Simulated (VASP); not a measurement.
Input:

```
CELL_PARAMETERS angstrom
      3.51931     0.00000     0.00000
      0.00000     3.51931     0.00000
      0.00000     0.00000     3.51931
ATOMIC_POSITIONS crystal
  Al 0.00000 0.00000 0.00000
  Ni 0.00000 0.50000 0.50000
  Ni 0.50000 0.00000 0.50000
  Ni 0.50000 0.50000 0.00000
```
Starting moments (μB, in the order of the record's atoms Al Ni Ni Ni): 0.0 0.5 0.5 0.5.

Level of theory: PBE GGA, VASP's PBE PAW potentials (set 64) (plane waves; VASP). Numerical set-up: 300 eV cut-off, 12×12×12 Γ-centred mesh, first-order Methfessel-Paxton smearing of 0.14 eV, potentials Al Ni.

At this cut-off the stress carries a Pulay error, which pulls relaxed volumes low. Energy and stress use the plane-wave basis of the starting cell.

### Question
The ions, cell shape and volume are relaxed. Give the cell that the relaxation ends in.

### Answer

```
CELL_PARAMETERS angstrom
      3.56408     0.00000     0.00000
      0.00000     3.56408     0.00000
      0.00000     0.00000     3.56408
ATOMIC_POSITIONS crystal
  Al 0.00000 0.00000 0.00000
  Ni 0.00000 0.50000 0.50000
  Ni 0.50000 0.00000 0.50000
  Ni 0.50000 0.50000 0.00000
```
Space group Pm-3m (221), at a tolerance of 0.03 Å. The cell ends with -0.74 μB, on the sites 0.01 -0.27 -0.27 -0.27 μB.

### Question
How do energy and volume change from the first to the last step?

### Answer
The energy (σ→0) changes by -9.8 meV/atom and the volume by +3.9 %, in 3 ionic steps.

The structure is a typed Ni3Al crystal. This run relaxes it. Symmetry was kept, so distortions that lower it aren't found. The run is one of a series of settings (EDIFFG = -0.01, IBRION = 2, ISIF = 3, NSW = 50 against the base run), some of them coarse on purpose.
